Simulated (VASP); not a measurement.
Given:

```
CELL_PARAMETERS angstrom
      0.00000     2.70150     2.77592
      2.73584     0.00000     2.77592
      2.73584     2.70150     0.00000
ATOMIC_POSITIONS crystal
  Ce 0.00000 0.00000 0.00000
  O  0.25000 0.25000 0.25000
  O  0.74625 0.75375 0.75375
```

Method: PBE GGA, VASP's PBE PAW potentials (set 64) (plane waves; VASP). Numerical set-up: 350 eV cut-off, 6×6×6 Γ-centred mesh, Gaussian smearing of 0.050 eV, potentials Ce O.

At this cut-off the stress carries a Pulay error, which pulls relaxed volumes low.

Problem. Which forces act on the atoms, in eV/Å?

Solution. 
```
atom      Fx     Fy     Fz
----  ------  -----  -----
Ce1    0.060  0.000  0.000
O2     0.071  0.000  0.000
O3    -0.132  0.000  0.000
```

Problem. Give the stress tensor in GPa (positive for a compressed cell).

Solution. 
```
-15.64    0.00    0.00
  0.00  -12.77    0.05
  0.00    0.05  -18.94
```
The pressure is its mean diagonal, -15.78 GPa.

The compound is CeO2 in the fluorite structure. The cell was not relaxed at this level, atoms are displaced from their ideal sites. The run is one of a series of settings (ENCUT = 350 against the base run), some of them coarse on purpose. The run is not spin-polarised, so no magnetic state was tried.
